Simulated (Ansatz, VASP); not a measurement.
# MoW3 in VASP and in Ansatz

```
Mo W
1.0
    -1.89440    1.89440    4.56823
     1.89440   -1.89440    4.56823
     1.89440    1.89440   -4.56823
Mo W
1 3
Direct
  0.00000 0.00000 0.00000
  0.50000 0.50000 0.00000
  0.25000 0.75000 0.50000
  0.75000 0.25000 0.50000
```

Alike in both runs: functional PBE; k mesh 6 × 6 × 6; occupations gaussian, width 0.1 eV; no spin polarisation.

Ansatz relaxed the structure, and its values are those at the end. VASP's run is a single point on that final structure, the one shown.

|  | VASP | Ansatz |
| --- | --- | --- |
| version | VASP 6.6.1 | Ansatz 0.2.0 |
| potentials or method | VASP PAW PBE potentials, release 64 (Mo_sv, W_sv) | scalar-relativistic, plane waves, PAW |
| plane-wave cutoff (eV) | 520 | 420 |
| valence electrons in the cell | 56 | 56 |

Ansatz gave:

| Quantity | Value |
| --- | --- |
| gap on the k mesh at the Fermi level (eV) | none |
| pressure (GPa) | 0.0 |

**Question.** Which values does VASP return?

**Answer.** gap on the k mesh at the Fermi level (eV): none; pressure (GPa): 0.5.

A gap of «none» marks a metal or a gap that the smearing closes.

Caveats: the k mesh is coarse (spacing up to 0.39 Å⁻¹), so the values aren't converged. The runs have no spin-orbit coupling, so splittings on W are missing.
